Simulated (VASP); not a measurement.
Input:

```
CELL_PARAMETERS angstrom
      1.53669    -2.66163     0.00000
      1.53669     2.66163     0.00000
      0.00000     0.00000    15.85295
ATOMIC_POSITIONS crystal
  Mo 0.33333 0.66667 0.25000
  Mo 0.66667 0.33333 0.75000
  S  0.33333 0.66667 0.84613
  S  0.66667 0.33333 0.34613
  S  0.66667 0.33333 0.15387
  S  0.33333 0.66667 0.65387
```

Level of theory: AM05 GGA, VASP's PBE PAW potentials (set 64) (plane waves; VASP 6.6.1). Run with 520 eV cut-off, 8×8×2 Γ-centred mesh, Gaussian smearing of 0.050 eV, potentials Mo_sv S.

Without a dispersion term in the relaxation, distances and binding between the weakly bound layers, chains or molecules are unreliable, and so is what depends on them.

**Question.** The ions and cell shape at fixed volume are relaxed. Which structure does the run end with?

**Answer.** 
```
CELL_PARAMETERS angstrom
      1.56853    -2.71677     0.00000
      1.56853     2.71677     0.00000
      0.00000     0.00000    15.21591
ATOMIC_POSITIONS crystal
  Mo 0.33333 0.66667 0.25000
  Mo 0.66667 0.33333 0.75000
  S  0.33333 0.66667 0.85223
  S  0.66667 0.33333 0.35223
  S  0.66667 0.33333 0.14777
  S  0.33333 0.66667 0.64777
```
Space group P6_3/mmc (194), at a tolerance of 0.03 Å.

**Question.** How much energy does the relaxation gain?

**Answer.** The energy (σ→0) changes by -33.5 meV/atom, in 8 ionic steps.

The compound is MoS2 in the 2H layered structure. This cell is one point of a volume scan, at 0.94 of the reference volume. Symmetry was kept, so distortions that lower it aren't found.
